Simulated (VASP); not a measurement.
These are MS2 meta-GGA, VASP's PBE PAW potentials (set 64) (plane waves; VASP) values and carry that method's errors.

A VASP calculation is set up with these files.

**INCAR**
```
SYSTEM = In
PREC = Accurate
ENCUT = 520
EDIFF = 1E-6
NELM = 100
ALGO = Normal
LREAL = .FALSE.
LASPH = .TRUE.
ISMEAR = 1
SIGMA = 0.1
METAGGA = MS2
LMIXTAU = .TRUE.
LMAXMIX = 4
LWAVE = .FALSE.
LCHARG = .FALSE.
IBRION = 2
ISIF = 3
NSW = 60
EDIFFG = -0.01
```

**KPOINTS**
```
Automatic mesh
0
Gamma
14 14 14
0 0 0
```

File POSCAR:
```
In
1.0
 -1.6250000000   1.6250000000   2.4750000000
  1.6250000000  -1.6250000000   2.4750000000
  1.6250000000   1.6250000000  -2.4750000000
In
1
direct
  0.0000000000   0.0000000000   0.0000000000
```

POTCAR, in this order: In_d (PBE.64 set). Program: vasp_std.

Energy and stress use the plane-wave basis of the starting cell. Unless said otherwise, spin-orbit coupling is left out, though it shifts the bands of the heavy elements here.

Task: Predict the energy per atom (σ→0), volume per atom, band gap (on the k-mesh).

Result: 
The energy per atom (σ→0) comes out as 0.655 eV/atom and the band gap (on the k-mesh) is none (metal, semimetal or under 0.01 eV). The volume per atom comes out as 25.26 Å³/atom.

OSZICAR:
```
...
DAV:   2     0.655054469022E+00    0.19046E-03   -0.28635E-04  6896   0.329E-01    0.634E-02
DAV:   3     0.655170695026E+00    0.11623E-03   -0.99846E-05  6530   0.478E-01    0.235E-02
DAV:   4     0.655170758208E+00    0.63183E-07   -0.29529E-05  5122   0.995E-02    0.187E-02
DAV:   5     0.655169175860E+00   -0.15823E-05   -0.19349E-06  3936   0.246E-02    0.245E-02
DAV:   6     0.655171737964E+00    0.25621E-05   -0.20636E-06  3272   0.312E-02    0.117E-02
DAV:   7     0.655172759957E+00    0.10220E-05   -0.41016E-07  2500   0.125E-02    0.350E-03
DAV:   8     0.655172866682E+00    0.10673E-06   -0.68859E-08  2482   0.409E-03
   6 F= 0.65517287E+00 E0= 0.65513520E+00  d E =-.193517E-03
```

The compound is In in the bct structure. This run relaxes it. Symmetry was kept, so distortions that lower it aren't found.
